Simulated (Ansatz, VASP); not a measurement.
# C (Diamond) in two plane-wave programs, part 2 of 2

Aim: how closely do two programs agree when they are given the same cell, functional and k mesh? The cell is taken from a series of runs on this material, whose earlier steps may have relaxed, scaled, displaced or heated it; both programs get it as it stands.

VASP 6.6.1 and Ansatz 0.2.0.

So far: Set-up; Ansatz: dielectric response, r2SCAN.

## Step 3: VASP: dielectric response, r2SCAN

Level of this step: r2SCAN; plane waves and PAW (C) (VASP).

The same cell, functional and mesh now go to VASP, with its own data sets.

Lines of VASP's logs that name or quote its potential files are left out, and so is its time.

Input file INCAR:

```
SYSTEM = C
PREC = Accurate
ENCUT = 580
EDIFF = 1E-08
NELM = 120
ISMEAR = 0
SIGMA = 0.01
LREAL = .FALSE.
ALGO = Normal
METAGGA = R2SCAN
LASPH = .TRUE.
NBANDS = 10
LORBIT = 11
LWAVE = .FALSE.
LCHARG = .FALSE.
ISIF = 2
LCALCEPS = .TRUE.
LPEAD = .TRUE.
GGA_COMPAT = .FALSE.
EFERMI = MIDGAP
LMIXTAU = .TRUE.
KPAR = 2
```

Input file POSCAR:

```
C
1.0
    0.0000000000      1.7833700000      1.7833700000
    1.7833700000      0.0000000000      1.7833700000
    1.7833700000      1.7833700000      0.0000000000
C
2
Direct
    0.7500000000      0.7500000000      0.7500000000
    0.5000000000      0.5000000000      0.5000000000
```

Input file KPOINTS:

```
Automatic mesh
0
Gamma
11 11 11
0 0 0
```

The projector-augmented-wave data sets are C (PBE family, release 64).

The run is started by

```
$ mpirun -np 2 vasp_std
```

Numbers of over 12 decimals in the logs are rounded to 6 here.

Log:

```text
[banner, memory and clock lines left out]
running    2 mpi-ranks, on    1 nodes
 distrk:  each k-point on    1 cores,    2 groups
 distr:  one band on    1 cores,    1 groups

 POSCAR found type information on POSCAR C
 POSCAR found :  1 types and       2 ions
|                                                                             |
|               ----> ADVICE to this user running VASP <----                  |
|                                                                             |
|     You enforced a specific xc type in the INCAR file but a different       |
|     [... a line on the potential file left out ...]
|     I HOPE YOU KNOW WHAT YOU ARE DOING!                                     |
|                                                                             |

 LDA part: xc-table for (None), standard interpolation
 POSCAR, INCAR and KPOINTS ok, starting setup
 FFT: planning ... GRIDC
 FFT: planning ... GRID_SOFT
 FFT: planning ... GRID
 WAVECAR not read
 entering main loop
       N       E                     dE             d eps       ncg     rms          rms(c)
DAV:   1     0.732850474931E+00    0.73285E+00   -0.51912E+03  1152   0.857E+02
DAV:   2    -0.215625859740E+02   -0.22295E+02   -0.21416E+02  1544   0.142E+02
DAV:   3    -0.219484153941E+02   -0.38583E+00   -0.38501E+00  1318   0.153E+01
DAV:   4    -0.219491483738E+02   -0.73298E-03   -0.73296E-03  1240   0.748E-01
DAV:   5    -0.219491492186E+02   -0.84486E-06   -0.84487E-06  1256   0.252E-02    0.511E+00
DAV:   6    -0.194568783474E+02    0.24923E+01   -0.33159E-01  1204   0.520E+00    0.418E+00
DAV:   7    -0.223440685466E+02   -0.28872E+01   -0.86969E-01  1158   0.708E+00    0.893E-01
DAV:   8    -0.194698314556E+02    0.28742E+01   -0.28885E-01  1148   0.462E+00    0.106E+00
DAV:   9    -0.196523056399E+02   -0.18247E+00   -0.33259E-02  1172   0.200E+00    0.111E-01
DAV:  10    -0.196607701670E+02   -0.84645E-02   -0.60787E-03  1172   0.753E-01    0.157E-01
DAV:  11    -0.196602790198E+02    0.49115E-03   -0.64499E-05  1198   0.805E-02    0.153E-01
DAV:  12    -0.196618951627E+02   -0.16161E-02   -0.25615E-04  1126   0.194E-01    0.361E-02
DAV:  13    -0.196619576827E+02   -0.62520E-04   -0.14704E-05  1296   0.499E-02    0.204E-02
DAV:  14    -0.196619580218E+02   -0.33905E-06   -0.58571E-08  1256   0.314E-03    0.213E-02
DAV:  15    -0.196619578512E+02    0.17057E-06   -0.71859E-07  1224   0.917E-03    0.245E-03
DAV:  16    -0.196619579675E+02   -0.11632E-06   -0.56236E-08  1176   0.260E-03    0.108E-03
DAV:  17    -0.196619580971E+02   -0.12963E-06   -0.37414E-09   680   0.767E-04    0.277E-04
DAV:  18    -0.196619580469E+02    0.50275E-07   -0.32757E-09   660   0.665E-04    0.119E-04
DAV:  19    -0.196619580875E+02   -0.40615E-07   -0.71316E-10   568   0.323E-04    0.253E-05
DAV:  20    -0.196619580797E+02    0.78168E-08   -0.26959E-11   566   0.645E-05
       N       E                     dE             d eps       ncg     rms          rms(c)
SDA:   1    -0.196619581599E+02   -0.19662E+02   -0.97786E-13  3660   0.244E-12   0.000E+00
DMP:   2    -0.196619581601E+02   -0.13392E-09   -0.17937E-12  3660   0.384E-12   0.169E-12
 final diagonalization occupied
 p_tot=( -0.107E+02 -0.107E+02 -0.107E+02 )
       N       E                     dE             d eps       ncg     rms          rms(c)
 p_tot=( -0.107E+02 -0.107E+02 -0.107E+02 )
dp_tot=(  0.000E+00  0.000E+00  0.000E+00 )  diag[e(oo)]=(  1.00000    ---      ---   )
SDA:   1    -0.196619581601E+02   -0.12380E-09   -0.65086E-05  3660   0.163E-04   0.000E+00
 p_tot=( -0.107E+02 -0.107E+02 -0.107E+02 )
dp_tot=(  0.651E-03  0.246E-07  0.246E-07 )  diag[e(oo)]=(  2.03825    ---      ---   )
DMP:   2    -0.196619636521E+02   -0.54920E-05   -0.55756E-05  3660   0.813E-05   0.112E-04
 p_tot=( -0.107E+02 -0.107E+02 -0.107E+02 )
dp_tot=(  0.144E-02  0.566E-07  0.566E-07 )  diag[e(oo)]=(  3.29151    ---      ---   )
DMP:   3    -0.196619679268E+02   -0.42747E-05   -0.28971E-05  3660   0.338E-05   0.743E-05
 p_tot=( -0.107E+02 -0.107E+02 -0.107E+02 )
dp_tot=(  0.206E-02  0.861E-07  0.861E-07 )  diag[e(oo)]=(  4.29263    ---      ---   )
DMP:   4    -0.196619701208E+02   -0.21940E-05   -0.16048E-05  3660   0.208E-05   0.373E-05
 p_tot=( -0.107E+02 -0.107E+02 -0.107E+02 )
dp_tot=(  0.246E-02  0.109E-06  0.109E-06 )  diag[e(oo)]=(  4.91621    ---      ---   )
DMP:   5    -0.196619714177E+02   -0.12969E-05   -0.10511E-05  3660   0.134E-05   0.247E-05
 p_tot=( -0.107E+02 -0.107E+02 -0.107E+02 )
dp_tot=(  0.266E-02  0.127E-06  0.127E-06 )  diag[e(oo)]=(  5.24026    ---      ---   )
DMP:   6    -0.196619722727E+02   -0.85500E-06   -0.60622E-06  3660   0.660E-06   0.165E-05
 p_tot=( -0.107E+02 -0.107E+02 -0.107E+02 )
dp_tot=(  0.276E-02  0.140E-06  0.140E-06 )  diag[e(oo)]=(  5.39999    ---      ---   )
DMP:   7    -0.196619727487E+02   -0.47600E-06   -0.29775E-06  3660   0.295E-06   0.864E-06
 p_tot=( -0.107E+02 -0.107E+02 -0.107E+02 )
dp_tot=(  0.282E-02  0.150E-06  0.150E-06 )  diag[e(oo)]=(  5.49888    ---      ---   )
DMP:   8    -0.196619729804E+02   -0.23174E-06   -0.15167E-06  3660   0.164E-06   0.414E-06
 p_tot=( -0.107E+02 -0.107E+02 -0.107E+02 )
dp_tot=(  0.287E-02  0.159E-06  0.159E-06 )  diag[e(oo)]=(  5.58446    ---      ---   )
DMP:   9    -0.196619731019E+02   -0.12144E-06   -0.86296E-07  3660   0.973E-07   0.228E-06
[...]
DMP:   3    -0.196619679269E+02   -0.42747E-05   -0.28971E-05  3660   0.338E-05   0.743E-05
 p_tot=( -0.107E+02 -0.107E+02 -0.107E+02 )
dp_tot=(  0.103E-06  0.206E-02  0.104E-06 )  diag[e(oo)]=(    ---    4.29266    ---   )
DMP:   4    -0.196619701208E+02   -0.21940E-05   -0.16048E-05  3660   0.208E-05   0.373E-05
 p_tot=( -0.107E+02 -0.107E+02 -0.107E+02 )
dp_tot=(  0.111E-06  0.246E-02  0.115E-06 )  diag[e(oo)]=(    ---    4.91624    ---   )
DMP:   5    -0.196619714177E+02   -0.12969E-05   -0.10511E-05  3660   0.134E-05   0.247E-05
 p_tot=( -0.107E+02 -0.107E+02 -0.107E+02 )
dp_tot=(  0.108E-06  0.266E-02  0.117E-06 )  diag[e(oo)]=(    ---    5.24029    ---   )
DMP:   6    -0.196619722727E+02   -0.85503E-06   -0.60622E-06  3660   0.660E-06   0.165E-05
 p_tot=( -0.107E+02 -0.107E+02 -0.107E+02 )
dp_tot=(  0.102E-06  0.276E-02  0.116E-06 )  diag[e(oo)]=(    ---    5.40001    ---   )
DMP:   7    -0.196619727487E+02   -0.47600E-06   -0.29775E-06  3660   0.295E-06   0.864E-06
 p_tot=( -0.107E+02 -0.107E+02 -0.107E+02 )
dp_tot=(  0.987E-07  0.282E-02  0.116E-06 )  diag[e(oo)]=(    ---    5.49889    ---   )
DMP:   8    -0.196619729804E+02   -0.23172E-06   -0.15167E-06  3660   0.164E-06   0.414E-06
 p_tot=( -0.107E+02 -0.107E+02 -0.107E+02 )
dp_tot=(  0.988E-07  0.287E-02  0.119E-06 )  diag[e(oo)]=(    ---    5.58447    ---   )
DMP:   9    -0.196619731018E+02   -0.12143E-06   -0.86295E-07  3660   0.973E-07   0.228E-06
 p_tot=( -0.107E+02 -0.107E+02 -0.107E+02 )
dp_tot=(  0.102E-06  0.292E-02  0.123E-06 )  diag[e(oo)]=(    ---    5.66362    ---   )
DMP:  10    -0.196619731717E+02   -0.69809E-07   -0.48146E-07  3660   0.511E-07   0.133E-06
 p_tot=( -0.107E+02 -0.107E+02 -0.107E+02 )
dp_tot=(  0.105E-06  0.296E-02  0.128E-06 )  diag[e(oo)]=(    ---    5.72787    ---   )
DMP:  11    -0.196619732103E+02   -0.38690E-07   -0.25989E-07  3660   0.270E-07   0.730E-07
 p_tot=( -0.107E+02 -0.107E+02 -0.107E+02 )
dp_tot=(  0.109E-06  0.299E-02  0.132E-06 )  diag[e(oo)]=(    ---    5.77085    ---   )
DMP:  12    -0.196619732315E+02   -0.21172E-07   -0.14999E-07  3660   0.162E-07   0.409E-07
 p_tot=( -0.107E+02 -0.107E+02 -0.107E+02 )
dp_tot=(  0.113E-06  0.301E-02  0.136E-06 )  diag[e(oo)]=(    ---    5.79373    ---   )
DMP:  13    -0.196619732440E+02   -0.12526E-07   -0.90720E-08  3660   0.964E-08   0.251E-07
 p_tot=( -0.107E+02 -0.107E+02 -0.107E+02 )
dp_tot=(  0.115E-06  0.301E-02  0.139E-06 )  diag[e(oo)]=(    ---    5.80287    ---   )
DMP:  14    -0.196619732516E+02   -0.75830E-08   -0.52351E-08  3660   0.517E-08   0.152E-07
 final diagonalization full
 p_tot=( -0.107E+02 -0.107E+02 -0.107E+02 )
dp_tot=(  0.117E-06  0.301E-02  0.141E-06 )  diag[e(oo)]=(    ---    5.80540    ---   )
       N       E                     dE             d eps       ncg     rms          rms(c)
SDA:   1    -0.196619581590E+02    0.15085E-04   -0.29611E-10  3660   0.740E-10   0.000E+00
DMP:   2    -0.196619581601E+02   -0.10918E-08   -0.32041E-11  3660   0.165E-10  -0.222E-10
 final diagonalization occupied
 p_tot=( -0.107E+02 -0.107E+02 -0.107E+02 )
       N       E                     dE             d eps       ncg     rms          rms(c)
 p_tot=( -0.107E+02 -0.107E+02 -0.107E+02 )
dp_tot=(  0.000E+00  0.000E+00  0.000E+00 )  diag[e(oo)]=(    ---      ---    1.00000 )
SDA:   1    -0.196619581601E+02   -0.10589E-08   -0.65089E-05  3660   0.163E-04   0.000E+00
 p_tot=( -0.107E+02 -0.107E+02 -0.107E+02 )
dp_tot=(  0.378E-07  0.391E-07  0.651E-03 )  diag[e(oo)]=(    ---      ---    2.03827 )
DMP:   2    -0.196619636522E+02   -0.54922E-05   -0.55757E-05  3660   0.813E-05   0.112E-04
 p_tot=( -0.107E+02 -0.107E+02 -0.107E+02 )
dp_tot=(  0.785E-07  0.800E-07  0.144E-02 )  diag[e(oo)]=(    ---      ---    3.29156 )
DMP:   3    -0.196619679270E+02   -0.42747E-05   -0.28970E-05  3660   0.338E-05   0.743E-05
 p_tot=( -0.107E+02 -0.107E+02 -0.107E+02 )
dp_tot=(  0.105E-06  0.105E-06  0.206E-02 )  diag[e(oo)]=(    ---      ---    4.29268 )
DMP:   4    -0.196619701209E+02   -0.21939E-05   -0.16047E-05  3660   0.208E-05   0.373E-05
 p_tot=( -0.107E+02 -0.107E+02 -0.107E+02 )
dp_tot=(  0.116E-06  0.112E-06  0.246E-02 )  diag[e(oo)]=(    ---      ---    4.91626 )
DMP:   5    -0.196619714177E+02   -0.12968E-05   -0.10511E-05  3660   0.134E-05   0.247E-05
 p_tot=( -0.107E+02 -0.107E+02 -0.107E+02 )
dp_tot=(  0.117E-06  0.108E-06  0.266E-02 )  diag[e(oo)]=(    ---      ---    5.24030 )
DMP:   6    -0.196619722727E+02   -0.85500E-06   -0.60622E-06  3660   0.660E-06   0.165E-05
 p_tot=( -0.107E+02 -0.107E+02 -0.107E+02 )
dp_tot=(  0.114E-06  0.100E-06  0.276E-02 )  diag[e(oo)]=(    ---      ---    5.40001 )
DMP:   7    -0.196619727487E+02   -0.47600E-06   -0.29775E-06  3660   0.295E-06   0.864E-06
 p_tot=( -0.107E+02 -0.107E+02 -0.107E+02 )
dp_tot=(  0.113E-06  0.956E-07  0.282E-02 )  diag[e(oo)]=(    ---      ---    5.49889 )
DMP:   8    -0.196619729804E+02   -0.23174E-06   -0.15167E-06  3660   0.164E-06   0.414E-06
 p_tot=( -0.107E+02 -0.107E+02 -0.107E+02 )
dp_tot=(  0.115E-06  0.945E-07  0.287E-02 )  diag[e(oo)]=(    ---      ---    5.58447 )
DMP:   9    -0.196619731018E+02   -0.12143E-06   -0.86295E-07  3660   0.973E-07   0.228E-06
 p_tot=( -0.107E+02 -0.107E+02 -0.107E+02 )
dp_tot=(  0.118E-06  0.964E-07  0.292E-02 )  diag[e(oo)]=(    ---      ---    5.66361 )
DMP:  10    -0.196619731716E+02   -0.69798E-07   -0.48146E-07  3660   0.511E-07   0.133E-06
 p_tot=( -0.107E+02 -0.107E+02 -0.107E+02 )
dp_tot=(  0.123E-06  0.997E-07  0.296E-02 )  diag[e(oo)]=(    ---      ---    5.72787 )
DMP:  11    -0.196619732103E+02   -0.38693E-07   -0.25988E-07  3660   0.270E-07   0.730E-07
 p_tot=( -0.107E+02 -0.107E+02 -0.107E+02 )
dp_tot=(  0.127E-06  0.103E-06  0.299E-02 )  diag[e(oo)]=(    ---      ---    5.77085 )
DMP:  12    -0.196619732315E+02   -0.21174E-07   -0.14999E-07  3660   0.162E-07   0.409E-07
 p_tot=( -0.107E+02 -0.107E+02 -0.107E+02 )
dp_tot=(  0.130E-06  0.106E-06  0.301E-02 )  diag[e(oo)]=(    ---      ---    5.79372 )
DMP:  13    -0.196619732440E+02   -0.12532E-07   -0.90720E-08  3660   0.964E-08   0.251E-07
 p_tot=( -0.107E+02 -0.107E+02 -0.107E+02 )
dp_tot=(  0.133E-06  0.109E-06  0.301E-02 )  diag[e(oo)]=(    ---      ---    5.80286 )
DMP:  14    -0.196619732516E+02   -0.75764E-08   -0.52351E-08  3660   0.517E-08   0.152E-07
 final diagonalization full
 p_tot=( -0.107E+02 -0.107E+02 -0.107E+02 )
dp_tot=(  0.135E-06  0.111E-06  0.301E-02 )  diag[e(oo)]=(    ---      ---    5.80539 )
   1 F= -.19661973E+02 E0= -.19661973E+02  d E =0.000000E+00
```

OUTCAR, selected parts (step 3):

```text
ion  position               nearest neighbor table
   1  0.750  0.750  0.750-   2 1.54   2 1.54   2 1.54   2 1.54
   2  0.500  0.500  0.500-   1 1.54   1 1.54   1 1.54   1 1.54

  LATTYP: Found a face centered cubic cell.
 ALAT       =     3.5667400000

 Subroutine GETGRP returns: Found 48 space group operations
 (whereof 24 operations were pure point group operations)

The static configuration has the point symmetry T_d .
 The point group associated with its full space group is O_h .

 Found     56 irreducible k-points:

   k-points           NKPTS =     56   k-points in BZ     NKDIM =     56   number of bands    NBANDS=     10

   dimension x,y,z NGX =    20 NGY =   20 NGZ =   20
   dimension x,y,z NGXF=    40 NGYF=   40 NGZF=   40

   ENCUT  =  580.0 eV  42.63 Ry    6.53 a.u.   4.95  4.95  4.95*2*pi/ulx,y,z

   NELECT =       8.0000    total number of electrons

 k-points in reciprocal lattice and weights: Automatic mesh
   0.00000000  0.00000000  0.00000000       0.001
   0.09090909  0.00000000  0.00000000       0.006
   0.18181818  0.00000000  0.00000000       0.006
   0.27272727  0.00000000  0.00000000       0.006
   0.36363636  0.00000000  0.00000000       0.006
   0.45454545  0.00000000  0.00000000       0.006
   0.09090909  0.09090909  0.00000000       0.005
   0.18181818  0.09090909  0.00000000       0.018
   0.27272727  0.09090909  0.00000000       0.018
[...]
-0.36363636  0.45454545  0.18181818       0.018
  -0.27272727  0.45454545  0.18181818       0.018

 average (electrostatic) potential at core
       1 -47.4435       2 -47.4435

            Ionic dipole moment: p[ion]=(   -10.70022   -10.70022   -10.70022 ) |e| Angst

 Total electronic dipole moment: p[elc]=(     0.00000     0.00000     0.00301 ) |e| Angst

 MACROSCOPIC STATIC DIELECTRIC TENSOR (including local field effects)
 ------------------------------------------------------
           5.805393    -0.000000     0.000000
           0.000000     5.805393     0.000000
          -0.000000    -0.000000     5.805393
 ------------------------------------------------------

 PIEZOELECTRIC TENSOR (including local field effects) (C/m^2)
          XX          YY          ZZ          XY          YZ          ZX
  --------------------------------------------------------------------------------
  x     0.00000    -0.00000    -0.00000    -0.00000    -0.00000    -0.00000
  y     0.00000     0.00000     0.00000     0.00000     0.00000     0.00000
  z    -0.00000    -0.00000     0.00000    -0.00000    -0.00000    -0.00000

 BORN EFFECTIVE CHARGES (including local field effects) (in |e|, cummulative output)
 ---------------------------------------------------------------------------------
 ion    1
    1     0.00000     0.00000     0.00000
    2     0.00000     0.00000     0.00000
    3     0.00000    -0.00000    -0.00000
 ion    2
    1    -0.00000     0.00000     0.00000
    2     0.00000    -0.00000     0.00000
    3    -0.00000    -0.00000     0.00000

  Total       -0.1374050     -0.1374050     -0.1374050      0.0000000      0.0000000      0.0000000
  in kB      -19.4070192    -19.4070192    -19.4070192      0.0000000      0.0000000      0.0000000
  external PRESSURE =     -19.4070192 kB  Pullay stress =       0.0000000 kB

  energy-cutoff  :      580.00
  volume of cell :       11.34
      direct lattice vectors                 reciprocal lattice vectors
     0.000000000  1.783370000  1.783370000    -0.280368067  0.280368067  0.280368067
     1.783370000  0.000000000  1.783370000     0.280368067 -0.280368067  0.280368067
     1.783370000  1.783370000  0.000000000     0.280368067  0.280368067 -0.280368067

 POSITION                                       TOTAL-FORCE (eV/Angst)
 -----------------------------------------------------------------------------------
      2.67505      2.67505      2.67505        -0.000000     -0.000000      0.000000
      1.78337      1.78337      1.78337         0.000000      0.000000      0.000000
 -----------------------------------------------------------------------------------
    total drift:                                0.000000     -0.000000      0.000000
```

## Step 4: Differences

Known differences besides the potentials themselves: VASP keeps PBE cores, Ansatz makes them for the functional; fixed occupations in Ansatz, narrow Gaussian smearing in VASP; VASP's response is taken on the typed mesh, Ansatz refines its own for the field response alone; the cutoff is 500 eV in Ansatz and 580 eV in VASP; VASP takes ε∞ from a finite field, Ansatz from linear response. Total energies have different zeros and are not compared.

Both answers:

```
quantity  Ansatz  VASP  difference
   ε∞ xx    5.79  5.81     -0.29 %
   ε∞ yy    5.79  5.81     -0.29 %
   ε∞ zz    5.79  5.81     -0.29 %
```

## Step 5: Outcome

| Item | Value |
| --- | --- |
| difference in ε∞ xx (dielectric response, r2SCAN) | -0.29 % |

What this shows: The difference in ε∞ xx is -0.29 % (dielectric response, r2SCAN), within the 5 % picked in this series as the mark of a large difference. Such differences can come from data sets, numerical settings and the points named under the comparisons, not from the functional's error against experiment.

[Lines on the potential files, build, host, timing and source positions are cut from VASP's logs without a mark.]

[Logs are printed without paths, hosts, clocks, repeated set-up lines and the standing remarks that a program may print on its own settings, such as how far it seeks lower states.]

[Hosts, paths, dates, database ids (printed as entryN), source tags and the programs' standing remarks are cut or masked in the printed files.]
